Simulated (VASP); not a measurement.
# Cs4BePb3Br12 (a cell with a defect) in VASP: further runs, part 3 of 4

VASP 6.6.1. The steps go on from the part before.

### 5 Electric field gradients, PBE (Pb vacancy, charge -2, host positions)

The input, INCAR:

```
PREC     = Accurate       # precision mode
ENCUT    = 520            # plane-wave cutoff, eV
EDIFF    = 1E-8           # SCF threshold, eV
ISMEAR   = -1             # smearing method
SIGMA    = 0.01           # smearing width, eV
LREAL    = Auto         
LASPH    = T              # aspherical terms in the spheres
NELM     = 100            # most SCF steps
ALGO     = Fast           # electronic algorithm
ISIF     = 2              # what is computed and relaxed
LWAVE    = F              # write WAVECAR
LCHARG   = F              # write CHGCAR
GGA      = PE             # functional
LEFG     = T            
NELECT   = 164.0        
NBANDS   = 96             # bands
```

The input, KPOINTS:

```
Automatic mesh
0
Gamma
  2 2 2
```

The input, POSCAR:

```
Cs4Pb3Br12
1.0
   -5.8700000000      5.8700000000      5.8700000000
    5.8700000000     -5.8700000000      5.8700000000
    5.8700000000      5.8700000000     -5.8700000000
Cs Pb Br
4 3 12
Direct
    0.0000000000      0.0000000000      0.0000000000
    0.5000000000      0.5000000000      0.0000000000
    0.5000000000      0.0000000000      0.5000000000
    0.0000000000      0.5000000000      0.5000000000
    0.0000000000      0.0000000000      0.5000000000
    0.0000000000      0.5000000000      0.0000000000
    0.5000000000      0.0000000000      0.0000000000
    0.5000000000      0.2500000000      0.2500000000
    0.0000000000      0.7500000000      0.2500000000
    0.0000000000      0.2500000000      0.7500000000
    0.5000000000      0.7500000000      0.7500000000
    0.2500000000      0.5000000000      0.2500000000
    0.7500000000      0.0000000000      0.2500000000
    0.7500000000      0.5000000000      0.7500000000
    0.2500000000      0.0000000000      0.7500000000
    0.2500000000      0.2500000000      0.5000000000
    0.7500000000      0.7500000000      0.5000000000
    0.7500000000      0.2500000000      0.0000000000
    0.2500000000      0.7500000000      0.0000000000
```

Potentials or basis: VASP PAW PBE potentials, release 64 (Cs_sv, Pb_d, Br).

Launch:

```sh
$ cat potpaw_PBE.64/Cs_sv/POTCAR potpaw_PBE.64/Pb_d/POTCAR potpaw_PBE.64/Br/POTCAR > POTCAR
$ mpirun -np 1 vasp_std > vasp.out
```

OUTCAR:

```text
PREC = Accurate
   ENCUT = 520
   EDIFF = 1E-8
   ISMEAR = -1
   LREAL = Auto
   LASPH = T
   NELM = 100
   ISIF = 2
   GGA = PE
   NELECT = 164.0

 ion  position               nearest neighbor table
   1  0.000  0.000  0.000-
   2  0.500  0.500  0.000-
   3  0.500  0.000  0.500-
   4  0.000  0.500  0.500-
   5  0.000  0.000  0.500-   9 2.94  10 2.94  13 2.94  15 2.94  16 2.94  17 2.94
   6  0.000  0.500  0.000-   9 2.94  10 2.94  12 2.94  14 2.94  18 2.94  19 2.94
   7  0.500  0.000  0.000-   8 2.94  11 2.94  13 2.94  15 2.94  18 2.94  19 2.94
   8  0.500  0.250  0.250-   7 2.94
   9  0.000  0.750  0.250-   5 2.94   6 2.94
  10  0.000  0.250  0.750-   5 2.94   6 2.94
  11  0.500  0.750  0.750-   7 2.94
  12  0.250  0.500  0.250-   6 2.94
  13  0.750  0.000  0.250-   5 2.94   7 2.94
  14  0.750  0.500  0.750-   6 2.94
  15  0.250  0.000  0.750-   5 2.94   7 2.94
  16  0.250  0.250  0.500-   5 2.94
  17  0.750  0.750  0.500-   5 2.94
  18  0.750  0.250  0.000-   6 2.94   7 2.94
  19  0.250  0.750  0.000-   6 2.94   7 2.94

  LATTYP: Found a body centered cubic cell.
 ALAT       =    11.7400000000

  Lattice vectors:

 A1 = (  -5.8700000000,   5.8700000000,   5.8700000000)
 A2 = (   5.8700000000,  -5.8700000000,   5.8700000000)
 A3 = (   5.8700000000,   5.8700000000,  -5.8700000000)

Analysis of symmetry for initial positions (statically):
=====================================================================
 Subroutine PRICEL returns:
 Original cell was already a primitive cell.

 Routine SETGRP: Setting up the symmetry group for a
 body centered cubic supercell.

 Subroutine GETGRP returns: Found 48 space group operations
 (whereof 12 operations were pure point group operations)
 out of a pool of 48 trial point group operations.

The static configuration has the point symmetry D_3d.
 The point group associated with its full space group is O_h .

Analysis of symmetry for dynamics (positions and initial velocities):
=====================================================================
 Subroutine PRICEL returns:
 Original cell was already a primitive cell.

 Routine SETGRP: Setting up the symmetry group for a
 body centered cubic supercell.

 Subroutine GETGRP returns: Found 48 space group operations
 (whereof 12 operations were pure point group operations)
 out of a pool of 48 trial point group operations.

The dynamic configuration has the point symmetry D_3d.
 The point group associated with its full space group is O_h .

 Subroutine INISYM returns: Found 48 space group operations
 (whereof 12 operations are pure point group operations),
 and found     1 'primitive' translations

----------------------------------------------------------------------------------------

                                     Primitive cell

  volume of cell :     809.0480

  direct lattice vectors                    reciprocal lattice vectors
    -5.870000000  5.870000000  5.870000000     0.000000000  0.085178876  0.085178876
     5.870000000 -5.870000000  5.870000000     0.085178876  0.000000000  0.085178876
[... 133 lines left out ...]
 NGX is ok and might be reduce to    80
   NGX = 37   NGY = 37   NGZ = 37

 number of electron     164.0000045 magnetization

 Free energy of the ion-electron system (eV)
  ---------------------------------------------------
  ext. energy  EPLUGINS =         0.00000000
  ---------------------------------------------------
  free energy    TOTEN  =       -56.14843493 eV

  energy without entropy =      -56.14843493  energy(sigma->0) =      -56.14843493

 E-fermi :   0.7445     XC(G=0):  -7.4902

 val. band max:        0.4543398006   @ k =   0.0000   0.0000   0.0000
 cond. band min:       2.7149887296   @ k =   0.5000   0.5000   0.5000
 fundamental gap:      2.2606489290
 Fermi energy:         0.7445243427

 k-point     1 :       0.0000    0.0000    0.0000
  band No.  band energies     occupation
      1     -20.9846      2.00000
      2     -20.9828      2.00000
      3     -20.9828      2.00000
      4     -20.9828      2.00000
      5     -16.0272      2.00000
      6     -16.0272      2.00000
[... 280 lines left out ...]
     93       5.7080      0.00000
     94       5.7248      0.00000
 [bands above 94 left out]

------------------------ aborting loop because EDIFF is reached ----------------------------------------

  FORCE on cell =-STRESS in cart. coord.  units (eV):
  Direction    XX          YY          ZZ          XY          YZ          ZX
  --------------------------------------------------------------------------------------
  -------------------------------------------------------------------------------------
  Total       15.0933625     15.0933625     15.0933625      0.0000000     -0.0000000      0.0000000
  in kB       29.8897506     29.8897506     29.8897506      0.0000000     -0.0000000      0.0000000
  external PRESSURE =      29.8897506 kB  Pullay stress =       0.0000000 kB

 VOLUME and BASIS-vectors are now :
 -----------------------------------------------------------------------------
  energy-cutoff  :      520.00
  volume of cell :      809.05
      direct lattice vectors                 reciprocal lattice vectors
    -5.870000000  5.870000000  5.870000000     0.000000000  0.085178876  0.085178876
     5.870000000 -5.870000000  5.870000000     0.085178876  0.000000000  0.085178876
     5.870000000  5.870000000 -5.870000000     0.085178876  0.085178876  0.000000000

 POSITION                                       TOTAL-FORCE (eV/Angst)
 -----------------------------------------------------------------------------------
      0.00000      0.00000      0.00000         0.000000      0.000000      0.000000
      0.00000      0.00000      5.87000         0.000000      0.000000      0.000000
      0.00000      5.87000      0.00000         0.000000      0.000000      0.000000
      5.87000      0.00000      0.00000         0.000000      0.000000      0.000000
      2.93500      2.93500     -2.93500         0.000000      0.000000      0.000000
      2.93500     -2.93500      2.93500         0.000000      0.000000      0.000000
[... 11 lines left out ...]
     -2.93500      2.93500      5.87000         0.000000      0.000000      0.000000
      2.93500     -2.93500      5.87000         0.000000      0.000000      0.000000
 -----------------------------------------------------------------------------------
    total drift:                                0.000000      0.000000     -0.000000

  FREE ENERGIE OF THE ION-ELECTRON SYSTEM (eV)
  ---------------------------------------------------
  free  energy   TOTEN  =       -56.1484349324 eV

  energy  without entropy=      -56.1484349324  energy(sigma->0) =      -56.14843493

 Electric field gradients (V/A^2)
---------------------------------------------------------------------
 ion       V_xx      V_yy      V_zz      V_xy      V_xz      V_yz
---------------------------------------------------------------------
   1      -0.000    -0.000    -0.000   -13.847   -13.847   -13.847
   2       0.000     0.000    -0.000   -13.846    13.846    13.846
   3       0.000    -0.000     0.000    13.846   -13.846    13.846
   4      -0.000     0.000     0.000    13.846    13.846   -13.846
   5      92.541    92.541  -185.083    -0.000    -0.000    -0.000
   6      92.541  -185.083    92.541    -0.000    -0.000    -0.000
[... 11 lines left out ...]
  18     -84.472   -84.472   168.943     0.000     0.000     0.000
  19     -84.472   -84.472   168.943     0.000     0.000     0.000
---------------------------------------------------------------------

 Electric field gradients after diagonalization (V/A^2)
 (convention: |V_zz| > |V_xx| > |V_yy|)
----------------------------------------------------------------------
 ion       V_xx      V_yy      V_zz     asymmetry (V_yy - V_xx)/ V_zz
----------------------------------------------------------------------
   1      13.847    13.847   -27.693       0.000
   2      13.846    13.845   -27.692       0.000
   3      13.846    13.845   -27.692       0.000
   4      13.846    13.845   -27.692       0.000
   5      92.542    92.541  -185.083       0.000
   6      92.542    92.541  -185.083       0.000
[... 11 lines left out ...]
  18     -84.472   -84.472   168.943       0.000
  19     -84.472   -84.472   168.943       0.000
----------------------------------------------------------------------

           NMR quadrupolar parameters

 Cq : quadrupolar parameter    Cq=e*Q*V_zz/h
 eta: asymmetry parameters     (V_yy - V_xx)/ V_zz
 Q  : nuclear electric quadrupole moment in mb (millibarn)
----------------------------------------------------------------------
 ion       Cq(MHz)       eta       Q (mb)
----------------------------------------------------------------------
   1      -0.067       0.000       1.000
   2      -0.067       0.000       1.000
   3      -0.067       0.000       1.000
   4      -0.067       0.000       1.000
   5      -0.448       0.000       1.000
   6      -0.448       0.000       1.000
[... 11 lines left out ...]
  18       0.409       0.000       1.000
  19       0.409       0.000       1.000
----------------------------------------------------------------------
```

It took 9.2 min on 1 thread of Intel Xeon Platinum 8259CL at 2.50GHz (Skylake/Cascade Lake), shared host; peak memory 1.1 GiB.

What came out:

```
Free energy            : -56.1484 eV
Largest force          : 0.048 eV/Å
Band gap on the k mesh : 2.26 eV, indirect (least direct gap 2.35 eV)
```

Forces on the atoms (eV/Å):
```
Cs   0.000  0.000  0.000
Cs   0.000  0.000  0.000
Cs   0.000  0.000  0.000
Cs   0.000  0.000  0.000
Pb   0.000  0.000  0.000
Pb   0.000  0.000  0.000
Pb   0.000  0.000  0.000
Br   0.048  0.000  0.000
Br   0.000  0.000  0.000
Br   0.000  0.000  0.000
Br  -0.048  0.000  0.000
Br   0.000  0.048  0.000
Br   0.000  0.000  0.000
Br   0.000 -0.048  0.000
Br   0.000  0.000  0.000
Br   0.000  0.000  0.048
Br   0.000  0.000 -0.048
Br   0.000  0.000  0.000
Br   0.000  0.000  0.000
```

Electric field gradients, principal values (V/Å²):
```csv
atom,Vxx,Vyy,Vzz
1 Cs,13.847,13.847,-27.693
2 Cs,13.845,13.846,-27.692
3 Cs,13.845,13.846,-27.692
4 Cs,13.845,13.846,-27.692
5 Pb,92.541,92.542,-185.083
6 Pb,92.541,92.542,-185.083
7 Pb,92.541,92.542,-185.083
8 Br,-35.395,-35.395,70.789
9 Br,-84.472,-84.472,168.943
10 Br,-84.472,-84.472,168.943
11 Br,-35.395,-35.395,70.789
12 Br,-35.395,-35.395,70.789
13 Br,-84.472,-84.472,168.943
14 Br,-35.395,-35.395,70.789
15 Br,-84.472,-84.472,168.943
16 Br,-35.395,-35.395,70.789
17 Br,-35.395,-35.395,70.789
18 Br,-84.472,-84.472,168.943
19 Br,-84.472,-84.472,168.943
```

Caveat: the cell carries a net charge on a neutralising background, which shifts energy and pressure; the cell is charged against a uniform background, so pressure and absolute levels hang on convention; spin-orbit coupling is left out, which as a rule narrows the gap of such compounds by several tenths of an eV.

[end of part 3 of 4]
